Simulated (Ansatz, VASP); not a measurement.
Given: the input of a run of VASP 6.6.1 on Rb3Mg. The cell comes from a database or a generator and needn't be the stable form of this composition.

INCAR

```
PREC = Accurate
ENCUT = 520
EDIFF = 1E-7
ISMEAR = -1
SIGMA = 0.05
LREAL = False
LASPH = True
NELM = 80
ALGO = Normal
ISIF = 2
LWAVE = False
LCHARG = False
GGA = PE
NBANDS = 22
```

File KPOINTS:

```
regular mesh
0
Gamma
  6 6 6
```

Contents of POSCAR:

```
Rb3Mg
1.0
   -3.2272670000      3.2272670000      6.1875740000
    3.2272670000     -3.2272670000      6.1875740000
    3.2272670000      3.2272670000     -6.1875740000
Rb Mg
3 1
Direct
    0.2500000000      0.7500000000      0.5000000000
    0.7500000000      0.2500000000      0.5000000000
    0.5000000000      0.5000000000      0.0000000000
    0.0000000000      0.0000000000      0.0000000000
```

Potentials or basis: VASP PAW PBE potentials, release 64 (Rb_sv, Mg).

The run is started by

```sh
$ cat potpaw_PBE.64/Rb_sv/POTCAR potpaw_PBE.64/Mg/POTCAR > POTCAR
$ mpirun -np 1 vasp_std > vasp.out
```

Q: Translate it to Ansatz 0.2.0. Potentials or basis there: Ansatz PAW, cutoff 420 eV.

A: As run (cutoffs and basis follow the program's own potentials, and thresholds, step limits or extra output files can differ):

Contents of input.yaml:

```yaml
crystal:
  lattice:
    - [-3.227267, 3.227267, 6.187574]
    - [3.227267, -3.227267, 6.187574]
    - [3.227267, 3.227267, -6.187574]
  atoms:
    - { symbol: Rb, position: [0.25, 0.75, 0.5] }
    - { symbol: Rb, position: [0.75, 0.25, 0.5] }
    - { symbol: Rb, position: [0.5, 0.5, 0.0] }
    - { symbol: Mg, position: [0.0, 0.0, 0.0] }
hamiltonian:
  xc: pbe
  pseudopotentials: { kind: paw }
kpoints:
  mp_grid: { grid: [6, 6, 6] }
scf:
  occupations: { method: fermi_dirac, width: 0.05 }
output:
  forces: true
  stress: true
  eigenvalues: true
  write_density: true
  write_potential: true
  elf: true
  volumetric_format: npy
```

Potentials or basis: Ansatz PAW.

Run with:

```sh
$ ansatz run input.yaml --threads 2 --pin off --max-ram 5120MiB --backend cpu --events-out ev --progress --plain --runs-dir out
```

Both were run:

|  | VASP | Ansatz |
| --- | --- | --- |
| Pressure | 0.0 GPa | 0.0 GPa |

Ansatz's pressure holds a Pulay term of +0.00 GPa for its cutoff of 420 eV, which the other run lacks.

The potentials hold 29 and 37 valence electrons a cell.

Where Ansatz's input types no cutoff or centring, it takes its own default and a Γ-centred mesh.

Pressure is positive in compression.
